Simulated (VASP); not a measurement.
# Ba2Tl5V3O12 (R-3m) in VASP: equation of state

How stiff is Ba2Tl5V3O12 in PBE, and what volume does it want? The cell is scaled to several volumes.

All numbers are computed with VASP 6.6.1; they aren't measurements. Logs are shortened: lines on timing, memory, paths and dates and some standing lists are left out, and cuts for length are marked.

### 1 The structure

The structure is trigonal, space group R-3m (No. 166). Conventional cell: a = 8.417 Å, b = 8.417 Å, c = 18.262 Å, α = 90.00°, β = 90.00°, γ = 120.00°. Ba (site symmetry -3m) is surrounded by 12 O at 3.21 Å. Ba (site symmetry -3m) has 12 O at 3.20 Å as nearest neighbours. V (site symmetry 2/m) has 4 O at 1.81 Å as nearest neighbours. Around Tl (site symmetry 2/m) lie 4 O at 2.34 Å. Around Tl (site symmetry 3m) lie 3 V at 2.78 Å and 6 O at 2.82 Å and 3 Tl at 2.96 Å. O (site symmetry 1) is surrounded by 1 V at 1.81 Å.

The cell was built by a generator and needn't be a form met in nature.

### 2 Equation of state, PBE, collinear spin, ferromagnetic start, 16.28 Å³/atom (volume scaled by 0.94)

Contents of INCAR:

```
SYSTEM = Ba2Tl5V3O12
PREC = Accurate ; ENCUT = 520
EDIFF = 1E-7 ; ISMEAR = -1
SIGMA = 0.05 ; LREAL = .FALSE.
LASPH = .TRUE. ; NELM = 120
ALGO = Normal ; ISIF = 2
LWAVE = .FALSE. ; LCHARG = .FALSE.
ISPIN = 2 ; MAGMOM = 0 0 2 2 2 0 0 0 0 0 0 0 0 0 0 0 0 0 0 0 0 0
LORBIT = 11 ; LMAXMIX = 4
GGA = PE ; NBANDS = 119
KPAR = 4
```

Contents of KPOINTS:

```
regular mesh
0
G
  4 4 4
  0 0 0
```

Contents of POSCAR:

```
Ba2Tl5V3O12
1.0
    4.1504867509      2.3962831309      6.0032955087
   -4.1504867509      2.3962831309      6.0032955087
    0.0000000000     -4.7925662617      6.0032955087
Ba V Tl O
2 3 5 12
Direct
    0.5000000000      0.5000000000      0.5000000000
    0.0000000000      0.0000000000      0.0000000000
    0.5000000000      0.5000000000      0.0000000000
    0.0000000000      0.5000000000      0.5000000000
    0.5000000000      0.0000000000      0.5000000000
    0.0000000000      0.0000000000      0.5000000000
    0.5000000000      0.0000000000      0.0000000000
    0.0000000000      0.5000000000      0.0000000000
    0.7404500000      0.7404500000      0.7404500000
    0.2595500000      0.2595500000      0.2595500000
    0.7165200000      0.0808900000      0.4124200000
    0.4124200000      0.7165200000      0.0808900000
    0.0808900000      0.4124200000      0.7165200000
    0.5875700000      0.9191100000      0.2834800000
    0.9191100000      0.2834800000      0.5875700000
    0.2834800000      0.5875700000      0.9191100000
    0.2834800000      0.9191100000      0.5875700000
    0.5875700000      0.2834800000      0.9191100000
    0.9191100000      0.5875700000      0.2834800000
    0.4124200000      0.0808900000      0.7165200000
    0.0808900000      0.7165200000      0.4124200000
    0.7165200000      0.4124200000      0.0808900000
```

Potentials or basis: VASP PAW PBE potentials, release 64 (Ba_sv, V_sv, Tl_d, O).

Started as:

```bash
> cat potpaw_PBE.64/Ba_sv/POTCAR potpaw_PBE.64/V_sv/POTCAR potpaw_PBE.64/Tl_d/POTCAR potpaw_PBE.64/O/POTCAR > POTCAR
> mpirun -np 4 vasp_std > vasp.out
```

OUTCAR:

```text
SYSTEM = Ba2Tl5V3O12
   PREC = Accurate
   ENCUT = 520
   EDIFF = 1E-7
   ISMEAR = -1
   LREAL = .FALSE.
   LASPH = .TRUE.
   NELM = 120
   ISIF = 2
   ISPIN = 2
   LORBIT = 11
   GGA = PE

 Found     13 irreducible k-points:

 Following reciprocal coordinates:
            Coordinates               Weight
  0.000000  0.000000  0.000000      1.000000
  0.250000 -0.000000  0.000000      6.000000
  0.500000 -0.000000  0.000000      3.000000
  0.250000  0.250000  0.000000      6.000000
  0.500000  0.250000  0.000000     12.000000
 -0.250000  0.250000  0.000000      6.000000
   k-points           NKPTS =     13   k-points in BZ     NKDIM =     13   number of bands    NBANDS=    119
   number of dos      NEDOS =    301   number of ions     NIONS =     22
   total plane-waves  NPLWV = 216000
   dimension x,y,z NGX =    60 NGY =   60 NGZ =   60
   dimension x,y,z NGXF=   120 NGYF=  120 NGZF=  120
   ions per type =               2   3   5  12
   NGX,Y,Z   is equivalent  to a cutoff of  12.99, 12.99, 12.99 a.u.
   NGXF,Y,Z  is equivalent  to a cutoff of  25.97, 25.97, 25.97 a.u.
 SYSTEM =  Ba2Tl5V3O12
   PREC   = accura    normal or accurate (medium, high low for compatibility)
   ISTART =      0    job   : 0-new  1-cont  2-samecut
   ICHARG =      2    charge: 1-file 2-atom 10-const
   ISPIN  =      2    spin polarized calculation?
   LNONCOLLINEAR =      F non collinear calculations
   LSORBIT =      F    spin-orbit coupling
   LASPH  =      T    aspherical Exc in radial PAW
   ENCUT  =  520.0 eV  38.22 Ry    6.18 a.u.  14.28 14.28 14.28*2*pi/ulx,y,z
   NELM   =    120;   NELMIN=  2; NELMDL= -5     # of ELM steps
   EDIFF  = 0.1E-06   stopping-criterion for ELM
   LREAL  =      F    real-space projection
   EDIFFG = 0.1E-05   stopping-criterion for IOM
   NSW    =      0    number of steps for IOM
   IBRION =     -1    ionic relax: 0-MD 1-quasi-New 2-CG
   NFREE  =      0    steps in history (QN), initial steepest desc. (CG)
   ISIF   =      2    stress and relaxation
   ISYM   =      2    0-nonsym 1-usesym 2-fastsym
   POTIM  = 0.5000    time-step for ionic-motion
   TEBEG  =    0.0;   TEEND  =   0.0 temperature during run
   PSTRESS=    0.0 pullay stress
   NELECT =     196.0000    total number of electrons
   NUPDOWN=      -1.0000    fix difference up-down
   EMIN   =  10.00;   EMAX   =-10.00  energy-range for DOS
   EFERMI =   0.00;   METHOD = LEGACY
   ISMEAR =    -1;   SIGMA  =   0.05  broadening in eV -4-tet -1-fermi 0-gaus
   EFERMI_NEDOS =   21; number of points for ismear=-14 and -15
   IALGO  =     38    algorithm
   IMIX   =      4    mixing-type and parameters
     AMIX     =   0.40;   BMIX     =  1.00
     AMIX_MAG =   1.60;   BMIX_MAG =  1.00
  volume/ion in A,a.u.               =      16.28       109.89
  Fermi-wavevector in a.u.,A,eV,Ry     =   1.338960  2.530267 24.392700  1.792813
  Thomas-Fermi vector in A             =   2.467389
   LORBIT       =     11    0 simple, 1 ext, 2 COOP (PROOUT), +10 PAW based schemes
   GGA     = PE    functional components
   LHFCALC =     F    Hartree Fock is set to
   AEXX    =    0.0000 exact exchange contribution
   IVDW    =     0    specifies the selected vdW correction
   LEPSILON=     F    determine dielectric tensor
   LRPA    =     F    only Hartree local field effects (RPA)
 spin polarized calculation
  energy-cutoff  :      520.00
  volume of cell :      358.24
 maximum number of plane-waves:      9670
 NGX is ok and might be reduce to    60
   NGX = 29   NGY = 29   NGZ = 29

 number of electron     195.9999988 magnetization       0.0869427

 number of electron     195.9999986 magnetization      -1.0762744

 Free energy of the ion-electron system (eV)
  ---------------------------------------------------
  ext. energy  EPLUGINS =         0.00000000
  ---------------------------------------------------
  free energy    TOTEN  =      -128.99683429 eV

  energy without entropy =     -128.95578972  energy(sigma->0) =     -128.97631201

 E-fermi :   4.6091     XC(G=0): -10.2897

[... 62 lines left out ...]
[... 102 lines left out ...]
    109       6.7682      0.00000
    110       6.8189      0.00000

 k-point     4 :       0.2500    0.2500    0.0000
  band No.  band energies     occupation
      1     -60.4835      1.00000
      2     -60.4834      1.00000
      3     -60.4834      1.00000
      4     -34.4472      1.00000
      5     -34.4466      1.00000
      6     -34.4465      1.00000
[... 102 lines left out ...]
    109       6.7299      0.00000
    110       6.9330      0.00000

 k-point     5 :       0.5000    0.2500    0.0000
  band No.  band energies     occupation
      1     -60.4835      1.00000
      2     -60.4834      1.00000
      3     -60.4834      1.00000
      4     -34.4470      1.00000
      5     -34.4468      1.00000
      6     -34.4465      1.00000
[... 102 lines left out ...]
    109       6.6825      0.00000
    110       6.8020      0.00000

 k-point     6 :      -0.2500    0.2500    0.0000
  band No.  band energies     occupation
      1     -60.4835      1.00000
      2     -60.4834      1.00000
      3     -60.4834      1.00000
      4     -34.4470      1.00000
      5     -34.4468      1.00000
      6     -34.4465      1.00000
[... 102 lines left out ...]
    109       6.7213      0.00000
    110       6.8252      0.00000

 [... further k-points ...]

 [bands above 110 left out]

------------------------ aborting loop because EDIFF is reached ----------------------------------------

  FORCE on cell =-STRESS in cart. coord.  units (eV):
  Direction    XX          YY          ZZ          XY          YZ          ZX
  --------------------------------------------------------------------------------------
  -------------------------------------------------------------------------------------
  Total       13.9132847     13.9132671     20.0098047      0.0000000      0.0000000      0.0000000
  in kB       62.2246007     62.2245222     89.4901626      0.0000000      0.0000000      0.0000000
  external PRESSURE =      71.3130952 kB  Pullay stress =       0.0000000 kB

 VOLUME and BASIS-vectors are now :
 -----------------------------------------------------------------------------
  energy-cutoff  :      520.00
  volume of cell :      358.24
      direct lattice vectors                 reciprocal lattice vectors
     4.150486751  2.396283131  6.003295509     0.120467798  0.069552160  0.055525058
    -4.150486751  2.396283131  6.003295509    -0.120467798  0.069552160  0.055525058
     0.000000000 -4.792566262  6.003295509     0.000000000 -0.139104319  0.055525058

 POSITION                                       TOTAL-FORCE (eV/Angst)
 -----------------------------------------------------------------------------------
      0.00000      0.00000      9.00494        -0.000000      0.000000      0.000040
      0.00000      0.00000      0.00000        -0.000000      0.000000      0.000000
      0.00000      2.39628      6.00330        -0.000000     -0.000050     -0.000053
     -2.07524     -1.19814      6.00330         0.000044      0.000025     -0.000053
      2.07524     -1.19814      6.00330        -0.000044      0.000025     -0.000053
      0.00000     -2.39628      3.00165        -0.000000     -0.000019     -0.000120
[... 14 lines left out ...]
     -2.63817     -0.06573      7.26297        -0.185723      0.708560      0.633095
      1.26216      2.31759      7.26297         0.706493     -0.193440      0.633095
 -----------------------------------------------------------------------------------
    total drift:                                0.000000      0.000000      0.000017

  FREE ENERGIE OF THE ION-ELECTRON SYSTEM (eV)
  ---------------------------------------------------
  free  energy   TOTEN  =      -128.9968342897 eV

  energy  without entropy=     -128.9557897203  energy(sigma->0) =     -128.97631201

 total charge

# of ion       s       p       d       tot
------------------------------------------
    1        1.987   5.620   0.154   7.761
    2        1.988   5.617   0.158   7.763
    3        2.332   6.424   3.114  11.870
    4        2.332   6.424   3.114  11.870
    5        2.332   6.424   3.114  11.870
    6        0.976   0.439   9.762  11.178
[... 14 lines left out ...]
   21        1.588   3.378   0.000   4.967
   22        1.588   3.378   0.000   4.967
--------------------------------------------------
tot         35.224  73.427  58.294 166.946

 magnetization (x)

# of ion       s       p       d       tot
------------------------------------------
    1        0.000  -0.000  -0.002  -0.002
    2        0.000   0.000   0.001   0.002
    3       -0.032  -0.003  -0.281  -0.316
    4       -0.032  -0.003  -0.281  -0.316
    5       -0.032  -0.003  -0.281  -0.316
    6        0.000  -0.000  -0.000  -0.000
[... 14 lines left out ...]
   21       -0.000   0.011   0.000   0.011
   22       -0.000   0.011   0.000   0.011
--------------------------------------------------
tot         -0.075   0.054  -0.860  -0.881
```

Wall time 16 min (4 MPI ranks of Intel Xeon Platinum 8259CL at 2.50GHz (Skylake/Cascade Lake), shared host); peak memory 1.2 GiB.

What came out:

| Property | Result |
| --- | --- |
| Free energy | -128.9968 eV |
| Pressure | 7.1 GPa |
| Largest force | 0.968 eV/Å |
| Band gap on the k mesh | none (metal or under the smearing width) |
| Net moment | -1.08 μB per cell |
| Site moments | Ba -0.00, +0.00; V -0.32; Tl -0.00, -0.03; O +0.01 μB |
| Valence electrons inside the program's atomic spheres | Ba 7.76; V 11.87; Tl 11.18, 11.34; O 4.97 |

Caveat: semilocal functionals often make such compounds metallic where correlation or magnetic order opens a gap, which also shifts bond lengths.

### 3 Equation of state, PBE, collinear spin, ferromagnetic start, 16.63 Å³/atom (volume scaled by 0.96)

INCAR is that of step 2.

KPOINTS is that of step 2.

Edit POSCAR of step 2 so:

```diff
@@ -2,5 +2,5 @@
 1.0
-    4.1504867509      2.3962831309      6.0032955087
-   -4.1504867509      2.3962831309      6.0032955087
-    0.0000000000     -4.7925662617      6.0032955087
+    4.1797164939      2.4131589202      6.0455736305
+   -4.1797164939      2.4131589202      6.0455736305
+    0.0000000000     -4.8263178404      6.0455736305
 Ba V Tl O
```

Potentials or basis: VASP PAW PBE potentials, release 64 (Ba_sv, V_sv, Tl_d, O).

Started as:

```bash
> cat potpaw_PBE.64/Ba_sv/POTCAR potpaw_PBE.64/V_sv/POTCAR potpaw_PBE.64/Tl_d/POTCAR potpaw_PBE.64/O/POTCAR > POTCAR
> mpirun -np 4 vasp_std > vasp.out
```

It took 25 min on 4 MPI ranks of Intel Xeon Platinum 8259CL at 2.50GHz (Skylake/Cascade Lake), shared host; peak memory 1.2 GiB.

Results (log left out):

```yaml
Free_energy: -129.2828 eV
Pressure: 4.6 GPa
Largest_force: 0.646 eV/Å
Band_gap_on_the_k_mesh: none (metal or under the smearing width)
Net_moment: -1.09 μB per cell
Site_moments: Ba -0.00, +0.00; V -0.33; Tl +0.00, -0.03; O +0.01 μB
Valence_electrons_inside_the_program's_atomic_spheres: Ba 7.75; V 11.81; Tl 11.16, 11.32; O 4.96
```

Caveat: semilocal functionals often make such compounds metallic where correlation or magnetic order opens a gap, which also shifts bond lengths.

### 4 Equation of state, PBE, collinear spin, ferromagnetic start, 16.98 Å³/atom (volume scaled by 0.98)

INCAR is that of step 3.

KPOINTS is that of step 3.

Edit POSCAR of step 3 so:

```diff
@@ -2,5 +2,5 @@
 1.0
-    4.1797164939      2.4131589202      6.0455736305
-   -4.1797164939      2.4131589202      6.0455736305
-    0.0000000000     -4.8263178404      6.0455736305
+    4.2085430358      2.4298019214      6.0872685593
+   -4.2085430358      2.4298019214      6.0872685593
+    0.0000000000     -4.8596038428      6.0872685593
 Ba V Tl O
```

Started as:

```bash
> cat potpaw_PBE.64/Ba_sv/POTCAR potpaw_PBE.64/V_sv/POTCAR potpaw_PBE.64/Tl_d/POTCAR potpaw_PBE.64/O/POTCAR > POTCAR
> mpirun -np 4 vasp_std > vasp.out
```

Wall time 18 min (4 MPI ranks of Intel Xeon Platinum 8259CL at 2.50GHz (Skylake/Cascade Lake), shared host); peak memory 1.2 GiB.

The run converged. Its results:

```
Free energy                                           : -129.4553 eV
Pressure                                              : 2.4 GPa
Largest force                                         : 0.346 eV/Å
Band gap on the k mesh                                : none (metal or under the smearing width)
Net moment                                            : -1.10 μB per cell
Site moments                                          : Ba -0.00, +0.00; V -0.33; Tl +0.00, -0.03; O +0.01 μB
Valence electrons inside the program's atomic spheres : Ba 7.75; V 11.76; Tl 11.15, 11.30; O 4.95
```

Caveat: semilocal functionals often make such compounds metallic where correlation or magnetic order opens a gap, which also shifts bond lengths.

### 5 Equation of state, PBE, collinear spin, ferromagnetic start, 17.67 Å³/atom (volume scaled by 1.02)

INCAR is that of step 4.

KPOINTS is that of step 4.

Edit POSCAR of step 4 so:

```diff
@@ -2,5 +2,5 @@
 1.0
-    4.2085430358      2.4298019214      6.0872685593
-   -4.2085430358      2.4298019214      6.0872685593
-    0.0000000000     -4.8596038428      6.0872685593
+    4.2650402880      2.4624206046      6.1689866133
+   -4.2650402880      2.4624206046      6.1689866133
+    0.0000000000     -4.9248412092      6.1689866133
 Ba V Tl O
```

Started as:

```bash
> cat potpaw_PBE.64/Ba_sv/POTCAR potpaw_PBE.64/V_sv/POTCAR potpaw_PBE.64/Tl_d/POTCAR potpaw_PBE.64/O/POTCAR > POTCAR
> mpirun -np 4 vasp_std > vasp.out
```

It took 18 min on 4 MPI ranks of Intel Xeon Platinum 8259CL at 2.50GHz (Skylake/Cascade Lake), shared host; peak memory 1.3 GiB.

The run converged. Its results:

| Item | Value |
| --- | --- |
| Free energy | -129.5089 eV |
| Pressure | -1.4 GPa |
| Largest force | 0.194 eV/Å |
| Band gap on the k mesh | none (metal or under the smearing width) |
| Net moment | -1.10 μB per cell |
| Site moments | Ba -0.00, +0.00; V -0.35; Tl +0.00, -0.03; O +0.02 μB |
| Valence electrons inside the program's atomic spheres | Ba 7.73; V 11.66; Tl 11.12, 11.27; O 4.93 |

Caveat: semilocal functionals often make such compounds metallic where correlation or magnetic order opens a gap, which also shifts bond lengths.

### 6 Equation of state, PBE, collinear spin, ferromagnetic start, 18.02 Å³/atom (volume scaled by 1.04)

INCAR is that of step 5.

KPOINTS is that of step 5.

Edit POSCAR of step 5 so:

```diff
@@ -2,5 +2,5 @@
 1.0
-    4.2650402880      2.4624206046      6.1689866133
-   -4.2650402880      2.4624206046      6.1689866133
-    0.0000000000     -4.9248412092      6.1689866133
+    4.2927361308      2.4784107968      6.2090460904
+   -4.2927361308      2.4784107968      6.2090460904
+    0.0000000000     -4.9568215936      6.2090460904
 Ba V Tl O
```

Potentials or basis: VASP PAW PBE potentials, release 64 (Ba_sv, V_sv, Tl_d, O).

Started as:

```bash
> cat potpaw_PBE.64/Ba_sv/POTCAR potpaw_PBE.64/V_sv/POTCAR potpaw_PBE.64/Tl_d/POTCAR potpaw_PBE.64/O/POTCAR > POTCAR
> mpirun -np 4 vasp_std > vasp.out
```

It took 21 min on 4 MPI ranks of Intel Xeon Platinum 8259CL at 2.50GHz (Skylake/Cascade Lake), shared host; peak memory 1.3 GiB.

Results (log left out):

```
Free energy                                           : -129.4109 eV
Pressure                                              : -3.0 GPa
Largest force                                         : 0.437 eV/Å
Band gap on the k mesh                                : none (metal or under the smearing width)
Net moment                                            : -1.10 μB per cell
Site moments                                          : Ba -0.00, +0.00; V -0.36; Tl +0.00, -0.03; O +0.02 μB
Valence electrons inside the program's atomic spheres : Ba 7.73; V 11.61; Tl 11.12, 11.26; O 4.92
```

Caveat: semilocal functionals often make such compounds metallic where correlation or magnetic order opens a gap, which also shifts bond lengths.

### 7 Equation of state, PBE, collinear spin, ferromagnetic start, 18.36 Å³/atom (volume scaled by 1.06)

The moment here breaks from that of the other volumes: this run ended in another magnetic state.

INCAR is that of step 6.

KPOINTS is that of step 6.

Edit POSCAR of step 6 so:

```diff
@@ -2,5 +2,5 @@
 1.0
-    4.2927361308      2.4784107968      6.2090460904
-   -4.2927361308      2.4784107968      6.2090460904
-    0.0000000000     -4.9568215936      6.2090460904
+    4.3200791363      2.4941972785      6.2485952209
+   -4.3200791363      2.4941972785      6.2485952209
+    0.0000000000     -4.9883945569      6.2485952209
 Ba V Tl O
```

Started as:

```bash
> cat potpaw_PBE.64/Ba_sv/POTCAR potpaw_PBE.64/V_sv/POTCAR potpaw_PBE.64/Tl_d/POTCAR potpaw_PBE.64/O/POTCAR > POTCAR
> mpirun -np 4 vasp_std > vasp.out
```

Wall time 22 min (4 MPI ranks of Intel Xeon Platinum 8259CL at 2.50GHz (Skylake/Cascade Lake), shared host); peak memory 1.3 GiB.

It converged, with:

| Quantity | Value |
| --- | --- |
| Free energy | -129.1854 eV |
| Pressure | -4.4 GPa |
| Largest force | 0.753 eV/Å |
| Band gap on the k mesh | none (metal or under the smearing width) |
| Net moment | 0.00 μB per cell |
| Valence electrons inside the program's atomic spheres | Ba 7.72; V 11.56; Tl 11.11, 11.24; O 4.91 |

Caveat: semilocal functionals often make such compounds metallic where correlation or magnetic order opens a gap, which also shifts bond lengths.

### 8 Equation of state, PBE, collinear spin, ferromagnetic start

Potentials or basis: VASP PAW PBE potentials, release 64 (Ba_sv, V_sv, Tl_d, O).

This step only gathers the single runs of the series.

What came out:

```yaml
Equilibrium_volume: "17.43 Å³/atom (rough: see the caveat)"
Bulk_modulus_at_fixed_shape_and_positions: 104 GPa (rough)
```

Energy against volume, from the lowest point:
| volume (Å³/atom) | energy (meV/atom) |
| --- | --- |
| 16.284 | 23.27 |
| 16.630 | 10.28 |
| 16.977 | 2.43 |
| 17.670 | 0.00 |
| 18.016 | 4.45 |
| 18.363 | 14.70 |

Caveat: the fit is doubtful: noisy points or a state that changes with volume; the cell was scaled at fixed shape and fractional positions, which overstates the stiffness of a crystal with free parameters, most of all of layers and chains.
